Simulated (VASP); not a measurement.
Runs of VASP 6.6.1 on NiMoIrPdW. It takes space group P3m1 (No. 156, trigonal). The conventional cell has a = 2.766 Å, b = 2.766 Å, c = 11.023 Å, α = 90.00°, β = 90.00°, γ = 120.00°. Around Ni (site symmetry 3m) lie 3 Mo at 2.60 Å and 3 Pd at 2.71 Å and 6 Ni at 2.77 Å. Around Mo (site symmetry 3m) lie 3 Ni at 2.60 Å and 6 Mo at 2.77 Å and 3 Ir at 2.82 Å. Pd (site symmetry 3m) is surrounded by 3 Ni at 2.71 Å and 3 W at 2.74 Å and 6 Pd at 2.77 Å. Ir (site symmetry 3m) has 3 W at 2.74 Å and 6 Ir at 2.77 Å and 3 Mo at 2.82 Å as nearest neighbours. W (site symmetry 3m) is surrounded by 3 Pd at 2.74 Å and 3 Ir at 2.74 Å and 6 W at 2.77 Å. The cell was built by a generator and needn't be a form met in nature.

```tsv
task	level	spin	cell	pressure (GPa)	moment (μB)	largest force (eV/Å)
single point	PBE	collinear, ferromagnetic start	atoms moved at random, drawn with an rms of 0.05 Å	1.1	0.00	0.38
band structure	PBE	collinear, ferromagnetic start, SOC	P3m1, 14.61 Å³/atom	(a)	0.02	0.13
band structure	revPBE	collinear, ferromagnetic start	P3m1, 14.81 Å³/atom	-	0.00	-
band structure	BLYP	collinear, ferromagnetic start	P3m1, 15.38 Å³/atom	-	0.00	-
```

Alike in all rows: potentials or basis VASP PAW PBE potentials, release 64 (Ni, Mo_sv, Pd, Ir, W_sv); k mesh 11 × 11 × 3; cutoff (eV) 520; smearing fermi-dirac 0.05 eV.

Estimate the missing entries.

(a) 0.6.

Caveats: the PAW data sets were made with another functional, which shifts forces and pressure a little (some runs).
